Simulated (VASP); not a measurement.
Level of theory: LDA (Ceperley-Alder, Perdew-Zunger), VASP's LDA PAW potentials (set 64) (plane waves; VASP).

A VASP calculation is set up with these files.

POSCAR:
```
V3Re
1
    0.0000000000     2.9414210000     2.9414210000
    2.9414210000     0.0000000000     2.9414210000
    2.9414210000     2.9414210000     0.0000000000
V Re
3 1
Direct
  0.7678110000   0.7488080000   0.7475770000
  0.2572990000   0.2470980000   0.2507260000
 -0.0150890000  -0.0053160000  -0.0045910000
  0.4899790000   0.5094090000   0.5062880000
```

### INCAR
```
# general
SYSTEM  = V3Re
PREC    = Accurate
ENCUT   = 300
LREAL   = F   # projection in real space or not
LASPH   = T

# electronic loop
EDIFF   = 1E-6   # SCF stop (eV)
NELM    = 100
ALGO    = Normal   # blocked Davidson
LMAXMIX = 6

# smearing
ISMEAR  = 0
SIGMA   = 0.1   # width (eV)

# ions
ISIF    = 2   # forces and stress, cell fixed

# output
LWAVE   = F
LCHARG  = F
```

File KPOINTS:
```
kpoints
0
Gamma
 5 5 5
0 0 0
```

POTCAR, in this order: V_sv Re (LDA.64 set). Program: vasp_std.

Output of the run:

OUTCAR:
```
 ion  position               nearest neighbor table
   1  0.768  0.749  0.748-   3 2.42   4 2.45   3 2.56   3 2.57   4 2.58   4 2.58   4 2.58   3 2.66
                             2 2.91   2 2.92
   2  0.257  0.247  0.251-   3 2.47   4 2.51   4 2.53   3 2.53   3 2.54   4 2.55   4 2.61   3 2.65
                             1 2.91   1 2.92
   3  0.985  0.995  0.995-   1 2.42   2 2.47   2 2.53   2 2.54   1 2.56   1 2.57   2 2.65   1 2.66
                             4 2.87   4 2.88   4 2.90   4 2.99   4 3.00   4 3.02
   4  0.490  0.509  0.506-   1 2.45   2 2.51   2 2.53   2 2.55   1 2.58   1 2.58   1 2.58   2 2.61
                             3 2.87   3 2.88   3 2.90   3 2.99   3 3.00   3 3.02
  LATTYP: Found a face centered cubic cell.
 ALAT       =     5.8828420000
 Subroutine PRICEL returns:
 Original cell was already a primitive cell.
 Subroutine GETGRP returns: Found  1 space group operations
The static configuration has the point symmetry C_1 .
The dynamic configuration has the point symmetry C_1 .
 Subroutine INISYM returns: Found  1 space group operations
 Subroutine IBZKPT returns following result:
 Found     63 irreducible k-points:

 Following reciprocal coordinates:
            Coordinates               Weight
  0.000000  0.000000  0.000000      1.000000
  0.200000  0.000000  0.000000      2.000000
  0.000000  0.200000  0.000000      2.000000
  0.000000  0.000000  0.200000      2.000000
  0.200000  0.200000  0.200000      2.000000
  0.400000  0.000000  0.000000      2.000000
  0.000000  0.400000  0.000000      2.000000
  0.000000  0.000000  0.400000      2.000000
  0.400000  0.400000  0.400000      2.000000
  0.200000  0.200000  0.000000      2.000000
  0.000000  0.200000  0.200000      2.000000
  0.200000  0.000000  0.200000      2.000000
  0.400000  0.200000  0.000000      2.000000
  0.000000  0.400000  0.200000      2.000000
  0.200000  0.000000  0.400000      2.000000
  0.200000  0.200000 -0.200000      2.000000
  0.400000  0.200000  0.400000      2.000000
  0.200000  0.400000  0.000000      2.000000
  0.200000 -0.200000 -0.200000      2.000000
  0.400000  0.400000  0.200000      2.000000
  0.000000  0.200000  0.400000      2.000000
 -0.200000  0.200000 -0.200000      2.000000
  0.200000  0.400000  0.400000      2.000000
  0.400000  0.000000  0.200000      2.000000
 -0.400000  0.200000  0.000000      2.000000
  0.000000 -0.400000  0.200000      2.000000
  0.200000  0.000000 -0.400000      2.000000
  0.200000  0.200000 -0.400000      2.000000
 -0.400000  0.400000 -0.400000      2.000000
  0.200000 -0.400000  0.000000      2.000000
  0.400000 -0.200000 -0.200000      2.000000
 -0.400000 -0.400000  0.400000      2.000000
  0.000000  0.200000 -0.400000      2.000000
 -0.200000  0.400000 -0.200000      2.000000
  0.400000 -0.400000 -0.400000      2.000000
 -0.400000  0.000000  0.200000      2.000000
 -0.200000  0.200000  0.000000      2.000000
  0.000000 -0.200000  0.200000      2.000000
  0.200000  0.000000 -0.200000      2.000000
  0.200000  0.200000  0.400000      2.000000
   k-points           NKPTS =     63   k-points in BZ     NKDIM =     63   number of bands    NBANDS=     27
   number of dos      NEDOS =    301   number of ions     NIONS =      4
   total plane-waves  NPLWV =  13824
   dimension x,y,z NGX =    24 NGY =   24 NGZ =   24
   dimension x,y,z NGXF=    48 NGYF=   48 NGZF=   48
   ions per type =               3   1
   PREC   = accura    normal or accurate (medium, high low for compatibility)
   ISTART =      0    job   : 0-new  1-cont  2-samecut
   ICHARG =      2    charge: 1-file 2-atom 10-const
   ISPIN  =      1    spin polarized calculation?
   LNONCOLLINEAR =      F non collinear calculations
   LSORBIT =      F    spin-orbit coupling
   INIWAV =      1    electr: 0-lowe 1-rand  2-diag
...
```

File OSZICAR:
```
       N       E                     dE             d eps       ncg     rms          rms(c)
DAV:   1     0.418304872032E+03    0.41830E+03   -0.20390E+04  4374   0.139E+03
DAV:   2    -0.209231510528E+02   -0.43923E+03   -0.42983E+03  4348   0.553E+02
DAV:   3    -0.485820266515E+02   -0.27659E+02   -0.26680E+02  5168   0.130E+02
DAV:   4    -0.495123220729E+02   -0.93030E+00   -0.91708E+00  5052   0.276E+01
DAV:   5    -0.495421515938E+02   -0.29830E-01   -0.29581E-01  4838   0.368E+00    0.493E+01
DAV:   6    -0.465060844541E+02    0.30361E+01   -0.43712E+01  5692   0.536E+01    0.216E+01
DAV:   7    -0.457247866048E+02    0.78130E+00   -0.31564E+01  5793   0.419E+01    0.115E+01
DAV:   8    -0.451751780200E+02    0.54961E+00   -0.13934E+01  5700   0.294E+01    0.811E+00
DAV:   9    -0.445714387694E+02    0.60374E+00   -0.34748E+00  5036   0.122E+01    0.281E+00
DAV:  10    -0.445572724849E+02    0.14166E-01   -0.14691E-01  4870   0.368E+00    0.116E+00
DAV:  11    -0.445547531279E+02    0.25194E-02   -0.32377E-02  4724   0.220E+00    0.909E-01
DAV:  12    -0.445537739124E+02    0.97922E-03   -0.61200E-03  4580   0.913E-01    0.365E-01
DAV:  13    -0.445538413687E+02   -0.67456E-04   -0.12525E-03  5758   0.292E-01    0.560E-02
DAV:  14    -0.445538112573E+02    0.30111E-04   -0.16057E-04  5940   0.146E-01    0.220E-02
DAV:  15    -0.445538100680E+02    0.11893E-05   -0.14091E-05  5617   0.439E-02    0.739E-03
DAV:  16    -0.445538095008E+02    0.56721E-06   -0.33240E-06  3004   0.231E-02
   1 F= -.44553810E+02 E0= -.44544030E+02  d E =-.195597E-01
```

File OUTCAR:
```
------------------------ aborting loop because EDIFF is reached ----------------------------------------
  FORCE on cell =-STRESS in cart. coord.  units (eV):
  Direction    XX          YY          ZZ          XY          YZ          ZX
  --------------------------------------------------------------------------------------
  Total        1.8492084      1.5645320      1.6581014     -0.1793503     -0.1478900     -0.1599054
  in kB       58.2096367     49.2485520     52.1939440     -5.6456122     -4.6553021     -5.0335234
  external PRESSURE =      53.2173776 kB  Pullay stress =       0.0000000 kB
  volume of cell :       50.90
      direct lattice vectors                 reciprocal lattice vectors
     0.000000000  2.941421000  2.941421000    -0.169985867  0.169985867  0.169985867
     2.941421000  0.000000000  2.941421000     0.169985867 -0.169985867  0.169985867
     2.941421000  2.941421000  0.000000000     0.169985867  0.169985867 -0.169985867
 POSITION                                       TOTAL-FORCE (eV/Angst)
 -----------------------------------------------------------------------------------
      4.40150      4.45739      4.46101         0.295223     -0.911939     -0.938945
      1.46431      1.49432      1.48364         0.276077     -0.527098     -0.316702
      5.85370      5.82495      5.82282         0.369810      0.926018      0.946743
      2.98759      2.93044      2.93962        -0.941111      0.513018      0.308904
 -----------------------------------------------------------------------------------
    total drift:                                0.000800      0.000009      0.000101
  FREE ENERGIE OF THE ION-ELECTRON SYSTEM (eV)
  ---------------------------------------------------
  free  energy   TOTEN  =       -44.5538095008 eV

  energy  without entropy=      -44.5342498462  energy(sigma->0) =      -44.54402967
```
(Selected blocks of OUTCAR.)

At this cut-off the stress carries a Pulay error, which pulls relaxed volumes low.

The structure comes from a computed database's V3Re entry; how it stands against other phases isn't given here. The cell was not relaxed at this level, atoms are displaced from their ideal sites, and its volume differs by -5.9 % from the start's. The k-mesh is coarse (spacing up to 0.37 per Å, 2π included), so the numbers may not be converged in it. The run is not spin-polarised, so no magnetic state was tried.
